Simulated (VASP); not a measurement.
Set up this calculation in VASP 6.6.1, as the native input.

```yaml
Task: relaxation of the atoms
Functional: PBE
Potentials_or_basis: VASP PAW PBE potentials, release 64 (H, Ge_d)
Cutoff: 450 eV
k_mesh: 4 × 4 × 1
Occupations: gaussian, width 0.05 eV
Spin: no spin polarisation
Dipole_correction: yes
Atoms_held_fixed_from_0: "[0, 1, 2, 3, 4, 5, 6, 7, 8, 9, 10, 11, 12, 13, 14, 15, 16, 17, 18, 19]"
Further_INCAR_settings: PREC = Normal; LREAL = Auto; ALGO = Normal; EDIFF = 1e-06; IBRION = 2; EDIFFG = -0.03; NSW = 90
```

The structure of Ge7H2 lies in POSCAR:

```
Ge7H2
1.0
    8.1472871600      0.0000000000      0.0000000000
    0.0000000000      8.1472871600      0.0000000000
    0.0000000000      0.0000000000     26.6537950000
H Ge
8 28
Selective dynamics
Direct
    0.2500000000      0.0916565000      0.3189039300  F F F
    0.2500000000      0.4083435000      0.3189039300  F F F
    0.2500000000      0.5916565000      0.3189039300  F F F
    0.2500000000      0.9083435000      0.3189039300  F F F
    0.7500000000      0.4083435000      0.3189039300  F F F
    0.7500000000      0.0916565000      0.3189039300  F F F
    0.7500000000      0.9083435000      0.3189039300  F F F
    0.7500000000      0.5916565000      0.3189039300  F F F
    0.2500000000      0.2500000000      0.3531314000  F F F
    0.2500000000      0.7500000000      0.3531314000  F F F
    0.7500000000      0.2500000000      0.3531314000  F F F
    0.7500000000      0.7500000000      0.3531314000  F F F
    0.5000000000      0.7500000000      0.4071668800  F F F
    0.5000000000      0.2500000000      0.4071668800  F F F
    0.0000000000      0.7500000000      0.4071668800  F F F
    0.0000000000      0.2500000000      0.4071668800  F F F
    0.5000000000      0.5000000000      0.4612023500  F F F
    0.5000000000      0.0000000000      0.4612023500  F F F
    0.0000000000      0.5000000000      0.4612023500  F F F
    0.0000000000      0.0000000000      0.4612023500  F F F
    0.7500000000      0.0000000000      0.5152378300  T T T
    0.7500000000      0.5000000000      0.5152378300  T T T
    0.2500000000      0.0000000000      0.5152378300  T T T
    0.2500000000      0.5000000000      0.5152378300  T T T
    0.7500000000      0.7500000000      0.5692733100  T T T
    0.7500000000      0.2500000000      0.5692733100  T T T
    0.2500000000      0.7500000000      0.5692733100  T T T
    0.2500000000      0.2500000000      0.5692733100  T T T
    0.0000000000      0.2500000000      0.6233087800  T T T
    0.0000000000      0.7500000000      0.6233087800  T T T
    0.5000000000      0.2500000000      0.6233087800  T T T
    0.5000000000      0.7500000000      0.6233087800  T T T
    0.0950000000      0.0000000000      0.6810960700  T T T
    0.0950000000      0.5000000000      0.6585852000  T T T
    0.4050000000      0.0000000000      0.6585852000  T T T
    0.4050000000      0.5000000000      0.6810960700  T T T
```

The input as run:

INCAR

```
SYSTEM = Ge7H2
ALGO     = Normal         ! electronic algorithm
DIPOL    = 0.5 0.5 0.471
EDIFF    = 1E-6           ! SCF threshold, eV
EDIFFG   = -0.03          ! ionic threshold
ENCUT    = 450            ! plane-wave cutoff, eV
GGA      = PE             ! functional
IBRION   = 2              ! ionic algorithm
IDIPOL   = 3            
ISIF     = 2              ! what is computed and relaxed
ISMEAR   = 0              ! smearing method
LASPH    = .TRUE.         ! aspherical terms in the spheres
LCHARG   = .FALSE.        ! write CHGCAR
LDIPOL   = .TRUE.       
LREAL    = Auto         
LUSENCCL = .FALSE.      
LWAVE    = .FALSE.        ! write WAVECAR
NELM     = 80             ! most SCF steps
NSW      = 90             ! ionic steps
PREC     = Normal         ! precision mode
SIGMA    = 0.05           ! smearing width, eV
```

KPOINTS

```
k-points
0
G
  4 4 1
  0 0 0
```

Potentials or basis: VASP PAW PBE potentials, release 64 (H, Ge_d).

Launch:

```sh
$ cat potpaw_PBE.64/H/POTCAR potpaw_PBE.64/Ge_d/POTCAR > POTCAR
$ mpirun -np 1 vasp_std > vasp.out
```

Results of the run:

```
Energy gained by relaxing : 18.7 meV/atom
Ionic steps               : 15
Band gap on the k mesh    : 0.08 eV, indirect (least direct gap 0.14 eV)
```

Wall time 120 min on 1 × NVIDIA H100 80GB with 1 thread of AMD EPYC 7R13 Processor (Zen 3), with other jobs on the host, peak memory 2.7 GiB.
